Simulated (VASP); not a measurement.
Input:

```yaml
crystal:
  lattice:
    - [6.72478, 0.00000, 0.00000]
    - [-3.36239, 5.82384, 0.00000]
    - [0.00000, 0.00000, 3.11199]
  atoms:
    - { symbol: V, position: [0.26987, 0.00000, 0.00000] }
    - { symbol: V, position: [0.00000, 0.26987, 0.00000] }
    - { symbol: V, position: [0.73013, 0.73013, 0.00000] }
    - { symbol: V, position: [0.60589, 0.00000, 0.50000] }
    - { symbol: V, position: [0.00000, 0.60589, 0.50000] }
    - { symbol: V, position: [0.39411, 0.39411, 0.50000] }
    - { symbol: Ge, position: [0.00000, 0.00000, 0.50000] }
    - { symbol: Ge, position: [0.33333, 0.66667, 0.00000] }
    - { symbol: Ge, position: [0.66667, 0.33333, 0.00000] }
```

Method: PBEsol GGA, VASP's PBE PAW potentials (set 64) (plane waves; VASP). Numerical set-up: 400 eV cut-off, 6×6×11 Γ-centred mesh, tetrahedra with Blöchl corrections, potentials V_sv Ge_d.

The cores are frozen, which limits the accuracy of field gradients.

Q: Give the principal components of the electric field gradient (V/Å²) and the asymmetry η at each nucleus.

A: 
| atom | Vxx | Vyy | Vzz | η |
|---|---|---|---|---|
| V1 | -4.1 | -1.9 | 6.1 | 0.36 |
| V2 | -4.1 | -1.9 | 6.1 | 0.36 |
| V3 | -4.1 | -1.9 | 6.1 | 0.36 |
| V4 | -27.6 | -5.2 | 32.8 | 0.68 |
| V5 | -27.6 | -5.2 | 32.8 | 0.68 |
| V6 | -27.6 | -5.2 | 32.8 | 0.68 |
| Ge7 | -1.0 | -1.0 | 2.1 | 0.00 |
| Ge8 | -51.3 | -51.3 | 102.6 | 0.00 |
| Ge9 | -51.3 | -51.3 | 102.6 | 0.00 |

The structure was generated: V2Ge was put into the Fe2P type (P-62m), which need not be its known phase. It was relaxed first, which changed the volume by -15 %. The run is not spin-polarised, so no magnetic state was tried.
